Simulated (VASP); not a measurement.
# Fe2B: convergence with the number of MPI ranks and SCF solver, part 3 of 3

A convergence test on Fe2B: the number of MPI ranks and SCF solver. The series runs use r2SCAN. The start is a cell from a database of measured crystal structures.

VASP 6.6.1; r2SCAN, spin-polarised from a ferromagnetic start; plane waves and PAW (Fe, B).

Still holding for the runs below: The magnetic state follows from one typed start and may not be the lowest.

So far. Step 10 (SCF solver: ALGO = All): Against the first of the series the energy stays within 0.01 meV an atom; the pressure moves by -0.01 GPa, after 24 cycles in 53 s. Step 11 (SCF solver: ALGO = Damped): Against the first of the series the energy stays within 0.01 meV an atom; the pressure moves by -0.01 GPa, after 36 cycles in 57 s.

The database entry behind the starting cell differs from later determinations by our own check (0.1 to 0.3 % short, probably kX units), so it need not match the best structure at ambient conditions.

## Step 12: SCF solver: AMIX = 0.1, BMIX = 0.01

Input file INCAR:

```
SYSTEM = Fe2B
PREC = Accurate
ENCUT = 420
EDIFF = 1E-06
NELM = 100
ISMEAR = -1
SIGMA = 0.05
LREAL = .FALSE.
ALGO = Normal
METAGGA = R2SCAN
LASPH = .TRUE.
NBANDS = 35
ISPIN = 2
MAGMOM = 3 3 3 3 0 0
LMAXMIX = 4
LORBIT = 11
LWAVE = .FALSE.
LCHARG = .FALSE.
KPAR = 8
ISIF = 2
AMIX = 0.1
BMIX = 0.01
```

Input file POSCAR:

```
Fe2B
1.0
   -2.5495000000      2.5495000000      2.1200000000
    2.5495000000     -2.5495000000      2.1200000000
    2.5495000000      2.5495000000     -2.1200000000
Fe B
4 2
Direct
    0.1670000000      0.6670000000      0.8340000000
    0.3330000000      0.1670000000      0.5000000000
    0.8330000000      0.3330000000      0.1660000000
    0.6670000000      0.8330000000      0.5000000000
    0.7500000000      0.7500000000      0.0000000000
    0.2500000000      0.2500000000      0.0000000000
```

Input file KPOINTS:

```
Automatic mesh
0
Gamma
7 7 7
0 0 0
```

The projector-augmented-wave data sets are Fe and B (PBE family, release 64).

Run with:

```console
mpirun -np 8 vasp_std
```

The log of the run:

```text
[... set-up lines as in an earlier step ...]
 entering main loop
       N       E                     dE             d eps       ncg     rms          rms(c)
[... 5 cycles as in an earlier step ...]
DAV:   6    -0.744962220526E+02    0.10303E+02   -0.80791E+00  7413   0.390E+01    0.213E+01
DAV:   7    -0.733794500482E+02    0.11168E+01   -0.54308E+00  7655   0.310E+01    0.132E+01
DAV:   8    -0.734778903792E+02   -0.98440E-01   -0.59189E-01  5957   0.506E+00    0.134E+01
DAV:   9    -0.735101923654E+02   -0.32302E-01   -0.96781E-03  6963   0.683E-01    0.134E+01
[...]
DAV:  27    -0.735715482353E+02    0.23488E-05   -0.16850E-05  6237   0.302E-02    0.385E-03
DAV:  28    -0.735715503048E+02   -0.20695E-05   -0.12430E-06  3649   0.814E-03    0.328E-03
DAV:  29    -0.735715509401E+02   -0.63533E-06   -0.31657E-07  2902   0.530E-03
   1 F= -.73571551E+02 E0= -.73560337E+02  d E =-.224274E-01  mag=     9.3512
```

Elapsed: 51 s, on 8 MPI ranks of Intel Xeon 6975P-C (Granite Rapids), shared host; peak memory 2 GiB; 6.6 min of CPU time.

Parts of OUTCAR (step 12):

```text
  Total       -0.2709925     -0.2709925     -0.3281846      0.0000000      0.0000000      0.0000000
  in kB       -7.8770200     -7.8770200     -9.5394408      0.0000000      0.0000000      0.0000000
  external PRESSURE =      -8.4311602 kB  Pullay stress =       0.0000000 kB

 POSITION                                       TOTAL-FORCE (eV/Angst)
 -----------------------------------------------------------------------------------
      3.40103      0.85153      0.00000         0.018631      0.018631      0.000000
      0.85153      1.69797      0.00000         0.018631     -0.018631     -0.000000
     -0.85153      1.69797      2.12000        -0.018631     -0.018631      0.000000
      1.69797      0.85153      2.12000        -0.018631      0.018631     -0.000000
      0.00000      0.00000      3.18000        -0.000000     -0.000000      0.000000
      0.00000      0.00000      1.06000        -0.000000      0.000000      0.000000
 -----------------------------------------------------------------------------------
    total drift:                               -0.000000     -0.000000      0.000000

  FREE ENERGIE OF THE ION-ELECTRON SYSTEM (eV)
  ---------------------------------------------------
  free  energy   TOTEN  =       -73.5715509401 eV

  energy  without entropy=      -73.5491235899  energy(sigma->0) =      -73.56033726

[... 3 parts as in an earlier step ...]

[... 1 further part left out ...]
[key lines of the parts left out:]
E-fermi :   7.1708
```

Against the first of the series the energy stays within 0.01 meV an atom; the pressure moves by -0.01 GPa, after 29 cycles in 51 s.

## Step 13: SCF solver: AMIX = 0.8

Changes to INCAR since step 12:

```diff
@@ -20,3 +20,2 @@
 ISIF = 2
-AMIX = 0.1
-BMIX = 0.01
+AMIX = 0.8
```

POSCAR is that of step 12.

KPOINTS is that of step 12.

Run with:

```console
mpirun -np 8 vasp_std
```

The log of the run:

```text
[... set-up lines as in an earlier step ...]
 entering main loop
       N       E                     dE             d eps       ncg     rms          rms(c)
[... 5 cycles as in an earlier step ...]
DAV:   6    -0.110534835383E+03   -0.25735E+02   -0.15279E+02  7221   0.199E+02    0.648E+01
DAV:   7    -0.726851384590E+02    0.37850E+02   -0.10357E+02  6652   0.119E+02    0.165E+01
DAV:   8    -0.737090572946E+02   -0.10239E+01   -0.58057E+00  7026   0.167E+01    0.708E+00
DAV:   9    -0.735172372104E+02    0.19182E+00   -0.39989E-01  6885   0.861E+00    0.280E+00
[...]
DAV:  23    -0.735715507205E+02   -0.33388E-05   -0.68639E-09  2905   0.793E-04    0.314E-04
DAV:  24    -0.735715495323E+02    0.11882E-05   -0.16983E-09  2899   0.381E-04    0.195E-04
DAV:  25    -0.735715501877E+02   -0.65541E-06   -0.58498E-10  2878   0.238E-04
   1 F= -.73571550E+02 E0= -.73560336E+02  d E =-.224276E-01  mag=     9.3511
```

Elapsed: 42 s, on 8 MPI ranks; peak memory 2 GiB; 5.5 min of CPU time.

From OUTCAR (step 13):

```text
  Total       -0.2690501     -0.2690501     -0.3261003      0.0000000     -0.0000000      0.0000000
  in kB       -7.8205596     -7.8205596     -9.4788560      0.0000000     -0.0000000      0.0000000
  external PRESSURE =      -8.3733251 kB  Pullay stress =       0.0000000 kB

 POSITION                                       TOTAL-FORCE (eV/Angst)
 -----------------------------------------------------------------------------------
      3.40103      0.85153      0.00000         0.018667      0.018667      0.000000
      0.85153      1.69797      0.00000         0.018667     -0.018667     -0.000000
     -0.85153      1.69797      2.12000        -0.018667     -0.018667      0.000000
      1.69797      0.85153      2.12000        -0.018667      0.018667     -0.000000
      0.00000      0.00000      3.18000         0.000000     -0.000000     -0.000000
      0.00000      0.00000      1.06000         0.000000     -0.000000     -0.000000
 -----------------------------------------------------------------------------------
    total drift:                               -0.000000     -0.000000      0.000000

  FREE ENERGIE OF THE ION-ELECTRON SYSTEM (eV)
  ---------------------------------------------------
  free  energy   TOTEN  =       -73.5715501877 eV

  energy  without entropy=      -73.5491225758  energy(sigma->0) =      -73.56033638

[... 3 parts as in an earlier step ...]

[... 1 further part left out ...]
[key lines of the parts left out:]
E-fermi :   7.1707
```

Against the first of the series the energy stays within 0.01 meV an atom; the pressure moves by -0.01 GPa, after 25 cycles in 42 s.

## Step 14: SCF solver: IMIX = 1, AMIX = 0.2

Changes to INCAR since step 13:

```diff
@@ -20,2 +20,3 @@
 ISIF = 2
-AMIX = 0.8
+IMIX = 1
+AMIX = 0.2
```

POSCAR is that of step 13.

KPOINTS is that of step 13.

Run with:

```console
mpirun -np 8 vasp_std
```

The log of the run:

```text
[... set-up lines as in an earlier step ...]
 entering main loop
       N       E                     dE             d eps       ncg     rms          rms(c)
[... 5 cycles as in an earlier step ...]
DAV:   6    -0.729579229395E+02    0.11841E+02   -0.17729E+01  7118   0.613E+01    0.150E+01
DAV:   7    -0.735231791588E+02   -0.56526E+00   -0.23902E+00  7628   0.109E+01    0.115E+01
DAV:   8    -0.736014795767E+02   -0.78300E-01   -0.11787E-01  7423   0.348E+00    0.956E+00
DAV:   9    -0.736093488023E+02   -0.78692E-02   -0.27662E-02  7727   0.149E+00    0.788E+00
[...]
DAV:  37    -0.735715449651E+02   -0.14555E-05   -0.29475E-07  2863   0.296E-03    0.160E-02
DAV:  38    -0.735715460917E+02   -0.11265E-05   -0.22600E-07  2860   0.256E-03    0.130E-02
DAV:  39    -0.735715469626E+02   -0.87093E-06   -0.16371E-07  2854   0.218E-03
   1 F= -.73571547E+02 E0= -.73560333E+02  d E =-.224286E-01  mag=     9.3512
```

Elapsed: 63 s, on 8 MPI ranks; peak memory 1.7 GiB.

Parts of OUTCAR (step 14):

```text
  Total       -0.2537185     -0.2537185     -0.3145720      0.0000000      0.0000000      0.0000000
  in kB       -7.3749120     -7.3749120     -9.1437587      0.0000000      0.0000000      0.0000000
  external PRESSURE =      -7.9645276 kB  Pullay stress =       0.0000000 kB

 POSITION                                       TOTAL-FORCE (eV/Angst)
 -----------------------------------------------------------------------------------
      3.40103      0.85153      0.00000         0.019312      0.019312     -0.000000
      0.85153      1.69797      0.00000         0.019312     -0.019312     -0.000000
     -0.85153      1.69797      2.12000        -0.019312     -0.019312      0.000000
      1.69797      0.85153      2.12000        -0.019312      0.019312     -0.000000
      0.00000      0.00000      3.18000         0.000000      0.000000     -0.000000
      0.00000      0.00000      1.06000         0.000000      0.000000     -0.000000
 -----------------------------------------------------------------------------------
    total drift:                               -0.000000     -0.000000      0.000000

  FREE ENERGIE OF THE ION-ELECTRON SYSTEM (eV)
  ---------------------------------------------------
  free  energy   TOTEN  =       -73.5715469626 eV

  energy  without entropy=      -73.5491183486  energy(sigma->0) =      -73.56033266

[... 3 parts as in an earlier step ...]

[... 1 further part left out ...]
[key lines of the parts left out:]
E-fermi :   7.1708
```

Against the first of the series the energy stays within 0.01 meV an atom; the pressure moves by +0.03 GPa, after 39 cycles in 63 s.

## Step 15: The SCF solver series as a table

This step: convergence of r2SCAN results with the solver; plane waves and PAW (VASP 6.6.1).

Derived from the runs above.

Differences are taken from the run with ALGO = Normal. Results of the series, by row:

| setting | status | energy less the reference (meV/atom) | pressure (GPa) | largest force difference (meV/Å) | moment (μB) | SCF cycles | wall time (s) |
| --- | --- | --- | --- | --- | --- | --- | --- |
| ALGO = Normal | converged | 0 | -0.8298 | 0 | 9.351 | 16 | 29 |
| ALGO = Fast | converged | -2.35e-4 | -0.8102 | 0.292 | 9.351 | 17 | 38 |
| ALGO = VeryFast | converged | -1.37e-4 | -0.8359 | 0.285 | 9.351 | 24 | 52 |
| ALGO = All | converged | 1.75e-4 | -0.8432 | 1.655 | 9.351 | 24 | 53 |
| ALGO = Damped | converged | 3.37e-4 | -0.8389 | 0.576 | 9.351 | 36 | 57 |
| AMIX = 0.1, BMIX = 0.01 | converged | -1.45e-4 | -0.8431 | 0.482 | 9.351 | 29 | 51 |
| AMIX = 0.8 | converged | 1.67e-6 | -0.8373 | 0.446 | 9.351 | 25 | 42 |
| IMIX = 1, AMIX = 0.2 | converged | 6.22e-4 | -0.7965 | 0.199 | 9.351 | 39 | 63 |

## Step 16: What came out

| Item | Value |
| --- | --- |
| wall time from fewest to most ranks | 3.1 min to 29 s |
| fewest SCF cycles | ALGO = Normal (16) |
| most SCF cycles among converged runs | IMIX = 1, AMIX = 0.2 (39) |
| spread of the pressure over the SCF solver | 0.0468 GPa |
| spread of the energy over the SCF solver | 8.6e-4 meV/atom |

What this shows: On 8 ranks the run uses the cores at 81 % of the efficiency of 1. All SCF solvers that converged agree within 0.05 meV an atom. No setting beats the 29 s of ALGO = Normal by a fifth or more; the slowest converged run is IMIX = 1, AMIX = 0.2, at 63 s. On a shared host such times are rough. Going from 1 ranks to 8 ranks shortens the run by a factor of 6.5; on a shared host such times are rough.

[Lines on the potential files, build, host, timing and source positions are cut from VASP's logs without a mark.]

[Logs are printed without paths, hosts, clocks, repeated set-up lines and the standing remarks that a program may print on its own settings, such as how far it seeks lower states.]

[Hosts, paths, dates, database ids (printed as entryN), source tags and the programs' standing remarks are cut or masked in the printed files.]

[A measured line is paired with the nearest computed mode of its activity, which favours agreement.]
